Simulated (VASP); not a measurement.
Data:

```yaml
crystal:
  lattice:
    - [1.96500, -3.40348, 0.00000]
    - [1.96500, 3.40348, 0.00000]
    - [0.00000, 0.00000, 5.13000]
  atoms:
    - { symbol: Ni, position: [0.00000, 0.00000, 0.50000] }
    - { symbol: Ni, position: [0.00000, 0.00000, 0.00000] }
    - { symbol: Sb, position: [0.33333, 0.66667, 0.25000] }
    - { symbol: Sb, position: [0.66667, 0.33333, 0.75000] }
```

The numbers are results of PBE GGA, VASP's PBE PAW potentials (set 64) (plane waves; VASP), not measurements. Run with 400 eV cut-off, 8×8×6 Γ-centred mesh, first-order Methfessel-Paxton smearing of 0.10 eV, potentials Ni Sb.

Give the stress tensor in GPa (positive for a compressed cell).

```
3.51  0.00  0.00
0.00  3.51  0.00
0.00  0.00  2.92
```
The pressure is its mean diagonal, 3.31 GPa.

The compound is NiSb in the NiAs type structure. The cell was not relaxed at this level. The run is not spin-polarised, so no magnetic state was tried.
